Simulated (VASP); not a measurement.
Crystal: Na2PtCl6.

```
Pt Na Cl
1.0
     0.00000    4.76852    4.76852
     4.76852    0.00000    4.76852
     4.76852    4.76852    0.00000
Pt Na Cl
1 2 6
Direct
  0.00000 0.00000 0.00000
  0.25000 0.25000 0.25000
  0.75000 0.75000 0.75000
  0.76500 0.23500 0.23500
  0.23500 0.76500 0.23500
  0.23500 0.76500 0.76500
  0.76500 0.23500 0.76500
  0.23500 0.23500 0.76500
  0.76500 0.76500 0.23500
```

The cell was built by a generator and needn't be a form met in nature.

Base run:

- Program: VASP 6.6.1
- Functional: PBE
- Potentials or basis: VASP PAW PBE potentials, release 64 (Pt, Na_pv, Cl)
- Cutoff: 520 eV
- k mesh: 3 × 3 × 3
- Occupations: methfessel-paxton, width 0.0906 eV
- Spin: no spin polarisation

Its results: band gap on the k mesh 2.51 eV, direct; pressure 5.6 GPa; largest force 1.621 eV/Å.

**Question.** The run is repeated on the same cell with these changes: k mesh from 3 × 3 × 3 to 3 × 3 × 3, shifted. What comes out?

**Answer.** Band gap on the k mesh 2.36 eV, direct; pressure 5.6 GPa; largest force 1.623 eV/Å.

Caveats: spin-orbit coupling is left out, which moves the levels of the heavy elements; forces of over 1 eV/Å show positions far from the minimum, so gaps and moduli don't describe the material at rest; an odd mesh through Γ misses points on the zone boundary, where band edges often lie (some runs).
